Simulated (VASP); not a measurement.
# RuSe (Pm-3m) in VASP: further runs

One crystal, RuSe, is run at these levels: rev-vdW-DF2, LDA; tasks: relaxation of cell and atoms.

Program: VASP 6.6.1. These are calculated values, not measurements. Logs are shortened: lines on timing, memory, paths and dates and some standing lists are left out, and cuts for length are marked.

## 1. Starting point

Symmetry: Pm-3m, No. 221, cubic system. The conventional cell has a = 3.188 Å, b = 3.188 Å, c = 3.188 Å, α = 90.00°, β = 90.00°, γ = 90.00°. Around Ru (site symmetry m-3m) lie 8 Se at 2.76 Å. Se (site symmetry m-3m) has 8 Ru at 2.76 Å as nearest neighbours.

The cell comes from a database or a generator and needn't be the stable form of this composition.

## 2. Relaxation of cell and atoms, rev-vdW-DF2

Input file INCAR:

```
SYSTEM = RuSe
PREC = Accurate
ENCUT = 600
EDIFF = 1E-7
ISMEAR = -1
SIGMA = 0.05
LREAL = .FALSE.
LASPH = .TRUE.
NELM = 80
ALGO = Normal
ISIF = 3
LWAVE = .FALSE.
LCHARG = .FALSE.
GGA = MK
LUSE_VDW = .TRUE.
AGGAC = 0.0
PARAM1 = 0.1234
PARAM2 = 0.711357
ZAB_VDW = -1.8867
IBRION = 2
NSW = 40
EDIFFG = -0.01
```

Input file KPOINTS:

```
regular mesh
0
G
  8 8 8
  0 0 0
```

Input file POSCAR:

```
RuSe
1.0
    3.1876923100      0.0000000000      0.0000000000
    0.0000000000      3.1876923100      0.0000000000
    0.0000000000      0.0000000000      3.1876923100
Ru Se
1 1
Direct
    0.0000000000      0.0000000000      0.0000000000
    0.5000000000      0.5000000000      0.5000000000
```

Potentials or basis: VASP PAW PBE potentials, release 64 (Ru_pv, Se).

Command:

```
cat potpaw_PBE.64/Ru_pv/POTCAR potpaw_PBE.64/Se/POTCAR > POTCAR
mpirun -np 1 vasp_std > vasp.out
```

OUTCAR:

```text
SYSTEM = RuSe
   PREC = Accurate
   ENCUT = 600
   EDIFF = 1E-7
   ISMEAR = -1
   LREAL = .FALSE.
   LASPH = .TRUE.
   NELM = 80
   ISIF = 3
   GGA = MK
   IBRION = 2
   NSW = 40
   EDIFFG = -0.01

 ion  position               nearest neighbor table
   1  0.000  0.000  0.000-   2 2.76   2 2.76   2 2.76   2 2.76   2 2.76   2 2.76   2 2.76   2 2.76

   2  0.500  0.500  0.500-   1 2.76   1 2.76   1 2.76   1 2.76   1 2.76   1 2.76   1 2.76   1 2.76

  LATTYP: Found a simple cubic cell.
 ALAT       =     3.1876923100

  Lattice vectors:

 A1 = (   3.1876923100,   0.0000000000,   0.0000000000)
 A2 = (   0.0000000000,   3.1876923100,   0.0000000000)
 A3 = (   0.0000000000,   0.0000000000,   3.1876923100)

Analysis of symmetry for initial positions (statically):
=====================================================================
 Subroutine PRICEL returns:
 Original cell was already a primitive cell.

 Routine SETGRP: Setting up the symmetry group for a
 simple cubic supercell.

 Subroutine GETGRP returns: Found 48 space group operations
 (whereof 48 operations were pure point group operations)
 out of a pool of 48 trial point group operations.

The static configuration has the point symmetry O_h .

Analysis of symmetry for dynamics (positions and initial velocities):
=====================================================================
 Subroutine PRICEL returns:
 Original cell was already a primitive cell.

 Routine SETGRP: Setting up the symmetry group for a
 simple cubic supercell.

 Subroutine GETGRP returns: Found 48 space group operations
 (whereof 48 operations were pure point group operations)
 out of a pool of 48 trial point group operations.

The dynamic configuration has the point symmetry O_h .

 Subroutine INISYM returns: Found 48 space group operations
 (whereof 48 operations are pure point group operations),
 and found     1 'primitive' translations

----------------------------------------------------------------------------------------

                                     Primitive cell

  volume of cell :      32.3914

  direct lattice vectors                    reciprocal lattice vectors
     3.187692310  0.000000000  0.000000000     0.313706563  0.000000000  0.000000000
     0.000000000  3.187692310  0.000000000     0.000000000  0.313706563  0.000000000
     0.000000000  0.000000000  3.187692310     0.000000000  0.000000000  0.313706563

  length of vectors
     3.187692310  3.187692310  3.187692310     0.313706563  0.313706563  0.313706563

  position of ions in fractional coordinates (direct lattice)
     0.000000000  0.000000000  0.000000000
     0.500000000  0.500000000  0.500000000

  ion indices of the primitive-cell ions
   primitive index   ion index
                 1           1
                 2           2

----------------------------------------------------------------------------------------

 KPOINTS: regular mesh

Automatic generation of k-mesh.
 Grid dimensions read from file:
 generate k-points for:    8    8    8

 Generating k-lattice:

  Cartesian coordinates                     Fractional coordinates (reciprocal lattice)
     0.039213320  0.000000000  0.000000000     0.125000000  0.000000000  0.000000000
     0.000000000  0.039213320  0.000000000     0.000000000  0.125000000  0.000000000
     0.000000000  0.000000000  0.039213320     0.000000000  0.000000000  0.125000000

  Length of vectors
     0.039213320  0.039213320  0.039213320

  Shift w.r.t. Gamma in fractional coordinates (k-lattice)
     0.000000000  0.000000000  0.000000000

 Subroutine IBZKPT returns following result:
 ===========================================

 Found     35 irreducible k-points:

 Following reciprocal coordinates:
            Coordinates               Weight
  0.000000  0.000000  0.000000      1.000000
  0.125000  0.000000  0.000000      6.000000
  0.250000  0.000000  0.000000      6.000000
  0.375000  0.000000  0.000000      6.000000
  0.500000  0.000000  0.000000      3.000000
  0.125000  0.125000  0.000000     12.000000
[... 16 lines left out ...]
  0.375000  0.375000  0.125000     24.000000
  0.500000  0.375000  0.125000     24.000000
 [... further k-points ...]
   k-points           NKPTS =     35   k-points in BZ     NKDIM =     35   number of bands    NBANDS=     14
   number of dos      NEDOS =    301   number of ions     NIONS =      2
   total plane-waves  NPLWV =  21952
   dimension x,y,z NGX =    28 NGY =   28 NGZ =   28
   dimension x,y,z NGXF=    56 NGYF=   56 NGZF=   56
   ions per type =               1   1
   NGX,Y,Z   is equivalent  to a cutoff of  14.60, 14.60, 14.60 a.u.
   NGXF,Y,Z  is equivalent  to a cutoff of  29.21, 29.21, 29.21 a.u.
 SYSTEM =  RuSe
   PREC   = accura    normal or accurate (medium, high low for compatibility)
   ISTART =      0    job   : 0-new  1-cont  2-samecut
   ICHARG =      2    charge: 1-file 2-atom 10-const
   ISPIN  =      1    spin polarized calculation?
   LNONCOLLINEAR =      F non collinear calculations
   LSORBIT =      F    spin-orbit coupling
   LASPH  =      T    aspherical Exc in radial PAW
   ENCUT  =  600.0 eV  44.10 Ry    6.64 a.u.   6.37  6.37  6.37*2*pi/ulx,y,z
   NELM   =     80;   NELMIN=  2; NELMDL= -5     # of ELM steps
   EDIFF  = 0.1E-06   stopping-criterion for ELM
   LREAL  =      F    real-space projection
   EDIFFG = -.1E-01   stopping-criterion for IOM
   NSW    =     40    number of steps for IOM
   IBRION =      2    ionic relax: 0-MD 1-quasi-New 2-CG
   NFREE  =      1    steps in history (QN), initial steepest desc. (CG)
   ISIF   =      3    stress and relaxation
   ISYM   =      2    0-nonsym 1-usesym 2-fastsym
   POTIM  = 0.5000    time-step for ionic-motion
   TEBEG  =    0.0;   TEEND  =   0.0 temperature during run
   PSTRESS=    0.0 pullay stress
   NELECT =      20.0000    total number of electrons
   NUPDOWN=      -1.0000    fix difference up-down
   EMIN   =  10.00;   EMAX   =-10.00  energy-range for DOS
   EFERMI =   0.00;   METHOD = LEGACY
   ISMEAR =    -1;   SIGMA  =   0.05  broadening in eV -4-tet -1-fermi 0-gaus
   EFERMI_NEDOS =   21; number of points for ismear=-14 and -15
   IALGO  =     38    algorithm
   IMIX   =      4    mixing-type and parameters
     AMIX     =   0.40;   BMIX     =  1.00
     AMIX_MAG =   1.60;   BMIX_MAG =  1.00
  volume/ion in A,a.u.               =      16.20       109.29
  Fermi-wavevector in a.u.,A,eV,Ry     =   1.394040  2.634353 26.440832  1.943346
  Thomas-Fermi vector in A             =   2.517627
   LORBIT       =      0    0 simple, 1 ext, 2 COOP (PROOUT), +10 PAW based schemes
   GGA     = MK    functional components
   LHFCALC =     F    Hartree Fock is set to
   AEXX    =    0.0000 exact exchange contribution
   IVDW_NL    =     1    kernel type
   BPARAM     = 6.3000
   IVDW    =     0    specifies the selected vdW correction
   LEPSILON=     F    determine dielectric tensor
   LRPA    =     F    only Hartree local field effects (RPA)
 conjugate gradient relaxation of ions
 non-spin polarized calculation
  energy-cutoff  :      600.00
  volume of cell :       32.39
 maximum number of plane-waves:      1108
 NGX is ok and might be reduce to    28
   NGX = 13   NGY = 13   NGZ = 13

--------------------------------------- Ionic step        1  -------------------------------------------

 number of electron      20.0000006 magnetization

 Free energy of the ion-electron system (eV)
  ---------------------------------------------------
  ext. energy  EPLUGINS =         0.00000000
  ---------------------------------------------------
  free energy    TOTEN  =        -8.16589221 eV

  energy without entropy =       -8.14633731  energy(sigma->0) =       -8.15611476

 E-fermi :   9.4419     XC(G=0): -12.3491

 val. band max:        9.4396716806   @ k =   0.5000   0.5000   0.0000
 cond. band min:       9.4519618219   @ k =   0.1250   0.1250   0.1250
 fundamental gap:      0.0122901412
 Fermi energy:         9.4419142390

 k-point     1 :       0.0000    0.0000    0.0000
  band No.  band energies     occupation
      1     -33.1008      2.00000
      2     -33.1008      2.00000
      3     -33.1008      2.00000
      4      -6.5817      2.00000
      5       5.8487      2.00000
      6       5.8487      2.00000
      7       7.8435      2.00000
      8       7.8435      2.00000
      9       7.8435      2.00000
     10       8.6255      2.00000
     11       8.6255      2.00000
     12       8.6255      2.00000
     13      11.8954      0.00000
     14      18.1930      0.00000

 k-point     2 :       0.1250    0.0000    0.0000
  band No.  band energies     occupation
      1     -33.1161      2.00000
      2     -33.0995      2.00000
      3     -33.0995      2.00000
      4      -6.4111      2.00000
      5       5.2052      2.00000
      6       5.9276      2.00000
      7       7.1813      2.00000
      8       7.1813      2.00000
      9       7.5966      2.00000
     10       8.6504      2.00000
[... 483 lines left out ...]
  FREE ENERGIE OF THE ION-ELECTRON SYSTEM (eV)
  ---------------------------------------------------
  free  energy   TOTEN  =        -8.2351912144 eV

  energy  without entropy=       -8.2165023290  energy(sigma->0) =       -8.22584677

Total vdW correction in eV:      2.3641718

--------------------------------------- Ionic step        4  -------------------------------------------

 number of electron      19.9999996 magnetization

 Free energy of the ion-electron system (eV)
  ---------------------------------------------------
  ext. energy  EPLUGINS =         0.00000000
  ---------------------------------------------------
  free energy    TOTEN  =        -8.23522466 eV

  energy without entropy =       -8.21655689  energy(sigma->0) =       -8.22589078

 E-fermi :  10.4808     XC(G=0): -12.6976

 val. band max:       10.4757862979   @ k =   0.1250   0.1250   0.1250
 cond. band min:      10.5181969481   @ k =   0.5000   0.5000   0.0000
 fundamental gap:      0.0424106502
 Fermi energy:        10.4808183257

 k-point     1 :       0.0000    0.0000    0.0000
  band No.  band energies     occupation
      1     -32.1945      2.00000
      2     -32.1945      2.00000
      3     -32.1945      2.00000
      4      -6.1205      2.00000
      5       6.4404      2.00000
      6       6.4404      2.00000
      7       8.7839      2.00000
      8       8.7839      2.00000
      9       8.7839      2.00000
     10       9.5405      2.00000
     11       9.5405      2.00000
     12       9.5405      2.00000
     13      13.4743      0.00000
     14      19.3606      0.00000

 k-point     2 :       0.1250    0.0000    0.0000
  band No.  band energies     occupation
      1     -32.2145      2.00000
      2     -32.1927      2.00000
      3     -32.1927      2.00000
      4      -5.9303      2.00000
      5       5.8305      2.00000
      6       6.5280      2.00000
      7       8.0254      2.00000
      8       8.0254      2.00000
      9       8.5056      2.00000
     10       9.5684      2.00000
[... 400 lines left out ...]
 POSITION                                       TOTAL-FORCE (eV/Angst)
 -----------------------------------------------------------------------------------
      0.00000      0.00000      0.00000        -0.000000     -0.000000      0.000000
      1.55964      1.55964      1.55964         0.000000      0.000000      0.000000
 -----------------------------------------------------------------------------------
    total drift:                               -0.000000      0.000000     -0.000000

  FREE ENERGIE OF THE ION-ELECTRON SYSTEM (eV)
  ---------------------------------------------------
  free  energy   TOTEN  =        -8.2352246649 eV

  energy  without entropy=       -8.2165568930  energy(sigma->0) =       -8.22589078

Total vdW correction in eV:      2.3623169

 reached required accuracy - stopping structural energy minimisation
```

Wall time 86 s (1 thread of Intel Xeon 6975P-C (Granite Rapids), shared host); peak memory 0.34 GiB.

Results:

- Free energy: -8.2352 eV
- Relaxed volume: 15.18 Å³/atom
- Relaxed cell: a = 3.119 Å, b = 3.119 Å, c = 3.119 Å, α = 90.00°, β = 90.00°, γ = 90.00°
- Space group after relaxing (to 0.05 Å): Pm-3m (No. 221)
- Energy gained by relaxing: 34.7 meV/atom
- Ionic steps: 4
- Pressure after relaxing: 0.0 GPa
- Band gap on the k mesh: none (metal or under the smearing width)

The path:
| step | energy change (eV) | largest force (eV/Å) | pressure (GPa) | volume (Å³) |
| --- | --- | --- | --- | --- |
| 1 | 0.0000 | 0.0000 | -10.17 | 32.39 |
| 2 | 0.0765 | 0.0000 | 20.08 | 27.81 |
| 3 | -0.0693 | 0.0000 | -0.25 | 30.39 |
| 4 | -0.0693 | 0.0000 | -0.02 | 30.35 |

Final structure:
```
Ru Se
1.0
     3.11928    0.00000    0.00000
     0.00000    3.11928    0.00000
     0.00000    0.00000    3.11928
Ru Se
1 1
Direct
  0.00000 0.00000 0.00000
  0.50000 0.50000 0.50000
```

Caveat: the PAW data sets were made with another functional, which shifts forces and pressure a little.

## 3. Relaxation of cell and atoms, LDA

Input file INCAR:

```
SYSTEM = RuSe
PREC = Accurate ; ENCUT = 300
EDIFF = 1E-7 ; ISMEAR = -1
SIGMA = 0.05 ; LREAL = .False.
LASPH = .True. ; NELM = 80
ALGO = Normal ; ISIF = 3
LWAVE = .False. ; LCHARG = .False.
GGA = CA ; IBRION = 2
NSW = 40 ; EDIFFG = -0.01
POTIM = 0.2
```

Input file KPOINTS:

```
Automatic mesh
0
Gamma
  8 8 8
  0 0 0
```

POSCAR is that of step 2.

Potentials or basis: VASP PAW LDA potentials, release 64 (Ru_pv, Se).

Command:

```
cat potpaw_LDA.64/Ru_pv/POTCAR potpaw_LDA.64/Se/POTCAR > POTCAR
mpirun -np 1 vasp_std > vasp.out
```

OUTCAR:

```text
SYSTEM = RuSe
   PREC = Accurate
   ENCUT = 300
   EDIFF = 1E-7
   ISMEAR = -1
   LREAL = .False.
   LASPH = .True.
   NELM = 80
   ISIF = 3
   GGA = CA
   IBRION = 2
   NSW = 40
   EDIFFG = -0.01
   POTIM = 0.2

 ion  position               nearest neighbor table
   1  0.000  0.000  0.000-   2 2.76   2 2.76   2 2.76   2 2.76   2 2.76   2 2.76   2 2.76   2 2.76

   2  0.500  0.500  0.500-   1 2.76   1 2.76   1 2.76   1 2.76   1 2.76   1 2.76   1 2.76   1 2.76

  LATTYP: Found a simple cubic cell.
 ALAT       =     3.1876923100

  Lattice vectors:

 A1 = (   3.1876923100,   0.0000000000,   0.0000000000)
 A2 = (   0.0000000000,   3.1876923100,   0.0000000000)
 A3 = (   0.0000000000,   0.0000000000,   3.1876923100)

Analysis of symmetry for initial positions (statically):
=====================================================================
[... 194 lines left out ...]
     11       8.7070      2.00000
     12       8.7070      2.00000
     13      11.8885      0.00000
     14      18.2340      0.00000
[... 462 lines left out ...]
--------------------------------------- Ionic step        3  -------------------------------------------

 number of electron      20.0000005 magnetization

 Free energy of the ion-electron system (eV)
  ---------------------------------------------------
  ext. energy  EPLUGINS =         0.00000000
  ---------------------------------------------------
  free energy    TOTEN  =       -14.46321855 eV

  energy without entropy =      -14.44543068  energy(sigma->0) =      -14.45432462

 E-fermi :  11.4288     XC(G=0): -13.1489

 val. band max:       11.4152636151   @ k =   0.1250   0.1250   0.1250
 cond. band min:      11.4522228227   @ k =   0.1250   0.1250   0.1250
 fundamental gap:      0.0369592075
 Fermi energy:        11.4287884800

 k-point     1 :       0.0000    0.0000    0.0000
  band No.  band energies     occupation
      1     -31.1932      2.00000
      2     -31.1932      2.00000
      3     -31.1932      2.00000
      4      -5.6472      2.00000
      5       6.9789      2.00000
      6       6.9789      2.00000
      7       9.6525      2.00000
      8       9.6525      2.00000
      9       9.6525      2.00000
     10      10.3877      2.00000
     11      10.3877      2.00000
     12      10.3877      2.00000
     13      14.8059      0.00000
     14      20.3806      0.00000
[... 420 lines left out ...]
  FREE ENERGIE OF THE ION-ELECTRON SYSTEM (eV)
  ---------------------------------------------------
  free  energy   TOTEN  =       -14.4632185520 eV

  energy  without entropy=      -14.4454306790  energy(sigma->0) =      -14.45432462

 reached required accuracy - stopping structural energy minimisation
```

OSZICAR:

```text
N       E                     dE             d eps       ncg     rms          rms(c)
DAV:   1     0.859635444363E+02    0.85964E+02   -0.86906E+03  1140   0.899E+02
DAV:   2    -0.124669974412E+02   -0.98431E+02   -0.96416E+02  1184   0.269E+02
DAV:   3    -0.145135364545E+02   -0.20465E+01   -0.20337E+01  1136   0.398E+01
[... 25 lines left out ...]
DAV:   3    -0.144633522485E+02    0.29782E-02   -0.68284E-03   992   0.902E-01    0.996E-02
DAV:   4    -0.144632090039E+02    0.14324E-03   -0.94683E-04  1016   0.254E-01    0.312E-02
DAV:   5    -0.144632138680E+02   -0.48641E-05   -0.16419E-05  1192   0.370E-02    0.230E-02
DAV:   6    -0.144632185643E+02   -0.46963E-05   -0.67539E-06  1076   0.221E-02    0.241E-03
DAV:   7    -0.144632185520E+02    0.12331E-07   -0.21577E-07  1214   0.349E-03
   3 F= -.14463219E+02 E0= -.14454325E+02  d E =-.227688E+00
```

It took 8.8 s on 1 thread of Intel Xeon 6975P-C (Granite Rapids), shared host; peak memory 0.12 GiB.

These settings aren't checked as converged (typed here: IBRION = 2; POTIM = 0.2; ENCUT = 300): the numbers below hold their error.

Results:

| Property | Result |
| --- | --- |
| Free energy | -14.4632 eV |
| Relaxed volume | 14.44 Å³/atom |
| Relaxed cell | a = 3.068 Å, b = 3.068 Å, c = 3.068 Å, α = 90.00°, β = 90.00°, γ = 90.00° |
| Space group after relaxing (to 0.05 Å) | Pm-3m (No. 221) |
| Energy gained by relaxing | 113.8 meV/atom |
| Ionic steps | 3 |
| Pressure after relaxing | 0.0 GPa |
| Band gap on the k mesh | none (metal or under the smearing width) |
